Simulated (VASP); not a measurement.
# GaAs4B3 (ordered alloy cell): computed properties

Level of theory: PBEsol GGA, VASP's PBE PAW potentials (set 64) (plane waves; VASP).

| Quantity | Result |
|---|---|
| space group | P-43m (215) |
| cell | a = b = c = 5.011 Å, α = β = γ = 90.00° |
| volume per atom | 15.73 Å³/atom |
| band gap (over mesh and band path) | 0.40 eV |
| smallest direct gap (over mesh and band path) | 0.40 eV |
| band-edge character | direct, Γ to Γ |
| density | 5.30 g/cm³ |

```
CELL_PARAMETERS angstrom
      5.01112     0.00000     0.00000
      0.00000     5.01112     0.00000
      0.00000     0.00000     5.01112
ATOMIC_POSITIONS crystal
  Ga 0.00000 0.00000 0.00000
  As 0.26624 0.26624 0.26624
  As 0.73376 0.73376 0.26624
  As 0.73376 0.26624 0.73376
  As 0.26624 0.73376 0.73376
  B  0.50000 0.50000 0.00000
  B  0.50000 0.00000 0.50000
  B  0.00000 0.50000 0.50000
```

The structure was generated: GaAs4B3 was put into an ordered model structure (P-43m), which need not be its known phase. It was relaxed first. Symmetry was kept, so distortions that lower it aren't found.
